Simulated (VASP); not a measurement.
# InSb (F-43m) in VASP: notebook, part 2 of 2

VASP 6.6.1. The steps go on from the part before.

### Step 3. Relaxation of cell and atoms, PBEsol

INCAR

```
SYSTEM = InSb
PREC = Accurate
ENCUT = 600
EDIFF = 1E-7
ISMEAR = 0
SIGMA = 0.1
LREAL = .False.
LASPH = .True.
NELM = 80
ALGO = Normal
ISIF = 3
LWAVE = .False.
LCHARG = .False.
GGA = PS
IBRION = 2
NSW = 90
EDIFFG = -0.005
```

KPOINTS

```
Automatic mesh
0
Gamma
  4 4 4
  0 0 0
```

POSCAR

```
InSb
1.0
    0.0000000000      3.3166107100      3.3166107100
    3.3166107100      0.0000000000      3.3166107100
    3.3166107100      3.3166107100      0.0000000000
In Sb
1 1
Direct
    0.0000000000      0.0000000000      0.0000000000
    0.7500000000      0.7500000000      0.7500000000
```

Potentials or basis: VASP PAW PBE potentials, release 64 (In_d, Sb).

On the command line:

```sh
> cat potpaw_PBE.64/In_d/POTCAR potpaw_PBE.64/Sb/POTCAR > POTCAR
> mpirun -np 1 vasp_std > vasp.out
```

Wall time 21 s (1 thread of Intel Xeon 6975P-C (Granite Rapids), shared host); peak memory 0.23 GiB.

The run converged. Its results:

| Quantity | Value |
| --- | --- |
| Free energy | -7.5517 eV |
| Relaxed volume | 35.07 Å³/atom |
| Relaxed cell | a = 4.629 Å, b = 4.629 Å, c = 4.629 Å, α = 60.00°, β = 60.00°, γ = 60.00° |
| Space group after relaxing (to 0.05 Å) | F-43m (No. 216) |
| Energy gained by relaxing | 6.9 meV/atom |
| Ionic steps | 3 |
| Pressure after relaxing | 0.0 GPa |
| Band gap on the k mesh | none (metal or under the smearing width) |

Step by step:
| step | energy change (eV) | largest force (eV/Å) | pressure (GPa) | volume (Å³) |
| --- | --- | --- | --- | --- |
| 1 | 0.0000 | 0.0000 | -1.50 | 72.96 |
| 2 | -0.0127 | 0.0000 | 0.45 | 69.41 |
| 3 | -0.0137 | 0.0000 | 0.00 | 70.14 |

Final structure:
```yaml
crystal:
  lattice:
    - [0.00000, 3.27329, 3.27329]
    - [3.27329, 0.00000, 3.27329]
    - [3.27329, 3.27329, 0.00000]
  atoms:
    - { symbol: In, position: [0.00000, 0.00000, 0.00000] }
    - { symbol: Sb, position: [0.75000, 0.75000, 0.75000] }
```

Levels at points of the mesh, in eV from the Fermi level:
```tsv
k point	band 6	band 7	band 8	band 9	band 10	band 11	band 12	band 13
(0.00, 0.00, 0.00)	-10.59	-0.48	-0.03	-0.03	-0.03	2.88	2.88	2.88
(0.50, 0.00, 0.00)	-9.28	-5.56	-1.00	-1.00	0.37	3.72	3.72	5.93
(0.50, 0.50, 0.00)	-8.70	-5.87	-2.22	-2.22	1.24	1.26	7.89	7.89
```

Caveat: the k mesh is coarse (spacing up to 0.41 Å⁻¹), so the values aren't converged; the PAW data sets were made with another functional, which shifts forces and pressure a little; this crystal is a semiconductor, whose small gap the functional closes, so the metal is an error of the method. Spin-orbit coupling is left out, which matters for the levels of Sb.

### Step 4. Single point, PBEsol

INCAR

```
PREC = Accurate
ENCUT = 520
EDIFF = 1E-6
ISMEAR = 0
SIGMA = 0.1
LREAL = False
LASPH = True
NELM = 80
ALGO = Normal
ISIF = 2
LWAVE = False
LCHARG = True
GGA = PS
LELF = True
LVHAR = True
```

KPOINTS

```
Automatic mesh
0
Gamma
  12 12 12
```

POSCAR is that of step 3.

On the command line:

```sh
> cat potpaw_PBE.64/In_d/POTCAR potpaw_PBE.64/Sb/POTCAR > POTCAR
> mpirun -np 1 vasp_std > vasp.out
```

It took 26 s on 1 thread of Intel Xeon 6975P-C (Granite Rapids), shared host; peak memory 0.25 GiB.

The run converged. Its results:

```
Free energy            : -7.6778 eV
Pressure               : -2.0 GPa
Band gap on the k mesh : none (metal or under the smearing width)
```

Levels at points of the mesh, in eV from the Fermi level:
| k point | band 5 | band 6 | band 7 | band 8 | band 9 | band 10 | band 11 | band 12 | band 13 |
| --- | --- | --- | --- | --- | --- | --- | --- | --- | --- |
| (0.00, 0.00, 0.00) | -14.40 | -10.38 | -0.71 | -0.06 | -0.06 | -0.06 | 2.88 | 2.88 | 2.88 |
| (0.50, 0.00, 0.00) | -14.39 | -9.18 | -5.40 | -0.97 | -0.97 | 0.29 | 3.70 | 3.70 | 5.92 |
| (0.50, 0.50, 0.00) | -14.39 | -8.65 | -5.72 | -2.11 | -2.11 | 1.24 | 1.31 | 7.65 | 7.65 |

Caveat: the PAW data sets were made with another functional, which shifts forces and pressure a little; this crystal is a semiconductor, whose small gap the functional closes, so the metal is an error of the method. The run has no spin-orbit coupling, so splittings on Sb are missing.

### Step 5. Relaxation of cell and atoms, PBEsol

INCAR

```
SYSTEM = InSb
PREC = Accurate
ENCUT = 580
EDIFF = 1E-7
ISMEAR = 0
SIGMA = 0.1
LREAL = .False.
LASPH = .True.
NELM = 80
ALGO = Normal
ISIF = 3
LWAVE = .False.
LCHARG = .False.
GGA = PS
IBRION = 2
NSW = 90
EDIFFG = -0.005
```

KPOINTS

```
Automatic mesh
0
Gamma
  12 12 12
  0 0 0
```

POSCAR is that of step 4.

Potentials or basis: VASP PAW PBE potentials, release 64 (In, Sb).

On the command line:

```sh
> cat potpaw_PBE.64/In/POTCAR potpaw_PBE.64/Sb/POTCAR > POTCAR
> mpirun -np 1 vasp_std > vasp.out
```

Run time: 65 s. Hardware: 1 thread of Intel Xeon 6975P-C (Granite Rapids), shared host; peak memory 0.3 GiB.

It converged, with:

| Quantity | Value |
| --- | --- |
| Free energy | -7.6654 eV |
| Relaxed volume | 34.99 Å³/atom |
| Relaxed cell | a = 4.625 Å, b = 4.625 Å, c = 4.625 Å, α = 60.00°, β = 60.00°, γ = 60.00° |
| Space group after relaxing (to 0.05 Å) | F-43m (No. 216) |
| Energy gained by relaxing | 7.9 meV/atom |
| Ionic steps | 3 |
| Pressure after relaxing | 0.0 GPa |
| Band gap on the k mesh | none (metal or under the smearing width) |

Step by step:
| step | energy change (eV) | largest force (eV/Å) | pressure (GPa) | volume (Å³) |
| --- | --- | --- | --- | --- |
| 1 | 0.0000 | 0.0000 | -1.62 | 72.96 |
| 2 | -0.0144 | 0.0000 | 0.53 | 69.14 |
| 3 | -0.0158 | 0.0000 | 0.00 | 69.97 |

Final structure:
```
In Sb
1.0
     0.00000    3.27060    3.27060
     3.27060    0.00000    3.27060
     3.27060    3.27060    0.00000
In Sb
1 1
Cartesian
  0.0000 0.0000 0.0000
  4.9059 4.9059 4.9059
```

Levels at points of the mesh, in eV from the Fermi level:
```tsv
k point	band 1	band 2	band 3	band 4	band 5	band 6	band 7	band 8
(0.00, 0.00, 0.00)	-10.61	-0.42	-0.06	-0.06	-0.06	2.91	2.91	2.91
(0.50, 0.00, 0.00)	-9.39	-5.55	-1.02	-1.02	0.40	3.74	3.74	5.91
(0.50, 0.50, 0.00)	-8.84	-5.85	-2.24	-2.24	1.25	1.26	7.92	7.92
```

Caveat: the PAW data sets were made with another functional, which shifts forces and pressure a little; this crystal is a semiconductor, whose small gap the functional closes, so the metal is an error of the method. The run has no spin-orbit coupling, so splittings on Sb are missing.

### Step 6. Relaxation of cell and atoms, RPBE

INCAR, as its differences from that of step 5:

```diff
@@ -2,3 +2,3 @@
 PREC = Accurate
-ENCUT = 580
+ENCUT = 600
 EDIFF = 1E-7
@@ -13,3 +13,3 @@
 LCHARG = .False.
-GGA = PS
+GGA = RP
 IBRION = 2
```

KPOINTS is that of step 5.

POSCAR is that of step 5.

Potentials or basis: VASP PAW PBE potentials, release 64 (In_d, Sb).

On the command line:

```sh
> cat potpaw_PBE.64/In_d/POTCAR potpaw_PBE.64/Sb/POTCAR > POTCAR
> mpirun -np 1 vasp_std > vasp.out
```

Run time: 1.8 min. Hardware: 1 thread of Intel Xeon 6975P-C (Granite Rapids), shared host; peak memory 0.3 GiB.

Results (log left out):

```
Free energy                            : -6.3000 eV
Relaxed volume                         : 37.86 Å³/atom
Relaxed cell                           : a = 4.749 Å, b = 4.749 Å, c = 4.749 Å, α = 60.00°, β = 60.00°, γ = 60.00°
Space group after relaxing (to 0.05 Å) : F-43m (No. 216)
Energy gained by relaxing              : 5.5 meV/atom
Ionic steps                            : 3
Pressure after relaxing                : 0.0 GPa
Band gap on the k mesh                 : none (metal or under the smearing width)
```

Step by step:
| step | energy change (eV) | largest force (eV/Å) | pressure (GPa) | volume (Å³) |
| --- | --- | --- | --- | --- |
| 1 | 0.0000 | 0.0000 | 1.34 | 72.96 |
| 2 | -0.0107 | 0.0000 | -0.21 | 76.22 |
| 3 | -0.0110 | 0.0000 | 0.01 | 75.72 |

Final structure:
```
In Sb
1.0
     0.00000    3.35786    3.35786
     3.35786    0.00000    3.35786
     3.35786    3.35786    0.00000
In Sb
1 1
Direct
  0.00000 0.00000 0.00000
  0.75000 0.75000 0.75000
```

Levels at points of the mesh, in eV from the Fermi level:
| k point | band 5 | band 6 | band 7 | band 8 | band 9 | band 10 | band 11 | band 12 | band 13 |
| --- | --- | --- | --- | --- | --- | --- | --- | --- | --- |
| (0.00, 0.00, 0.00) | -14.45 | -10.11 | -0.75 | -0.07 | -0.07 | -0.07 | 2.93 | 2.93 | 2.93 |
| (0.50, 0.00, 0.00) | -14.45 | -9.01 | -5.18 | -0.91 | -0.91 | 0.38 | 3.76 | 3.76 | 6.25 |
| (0.50, 0.50, 0.00) | -14.44 | -8.52 | -5.51 | -1.98 | -1.98 | 1.38 | 1.58 | 7.50 | 7.50 |

Caveat: the PAW data sets were made with another functional, which shifts forces and pressure a little; this crystal is a semiconductor, whose small gap the functional closes, so the metal is an error of the method. The run has no spin-orbit coupling, so splittings on Sb are missing.

### Step 7. Summary

| task | level | potentials or basis | cell | k mesh | cutoff (eV) | mesh quality | gap on the mesh (eV) | pressure (GPa) | relaxed volume (Å³/atom) |
| --- | --- | --- | --- | --- | --- | --- | --- | --- | --- |
| relaxation of cell and atoms | PBEsol | VASP PAW PBE potentials, release 64 (In_d, Sb) | relaxed | 12 × 12 × 12 | 300 | not flagged | none | 0.0 | 34.46 |
| relaxation of cell and atoms | PBEsol | VASP PAW PBE potentials, release 64 (In_d, Sb) | relaxed | 4 × 4 × 4 | 600 | coarse | none | 0.0 | 35.07 |
| single point | PBEsol | VASP PAW PBE potentials, release 64 (In_d, Sb) | as given | 12 × 12 × 12 | 520 | not flagged | none | -2.0 | - |
| relaxation of cell and atoms | PBEsol | VASP PAW PBE potentials, release 64 (In, Sb) | relaxed | 12 × 12 × 12 | 580 | not flagged | none | 0.0 | 34.99 |
| relaxation of cell and atoms | RPBE | VASP PAW PBE potentials, release 64 (In_d, Sb) | relaxed | 12 × 12 × 12 | 600 | not flagged | none | 0.0 | 37.86 |

Alike in all rows: no spin polarisation; smearing gaussian 0.1 eV.

Caveats: some runs use coarse meshes; the PAW data sets were made with another functional, which shifts forces and pressure a little; this crystal is a semiconductor, whose small gap the functional closes, so the metal is an error of the method.

Total energies depend on the potentials used, so only differences within one code and one set of settings carry meaning.

### Step 8. Comparison with measurements

Step 4. A measured gap of InSb is 0.24 eV (quoted in “Electronic Structure and Epitaxy of CdTe Shells on InSb Nanowires”, 2021, arxiv:2111.05126); the calculated 0.00 eV misses it by -0.24 eV. Spin-orbit coupling on In, Sb is left out. The value is that of PBEsol on a finite k mesh, which can miss the band edges, without temperature or zero-point motion. Semilocal functionals fall short of measured gaps as a rule. The cell is a database's relaxed one, not the measured one, which moves gaps too.
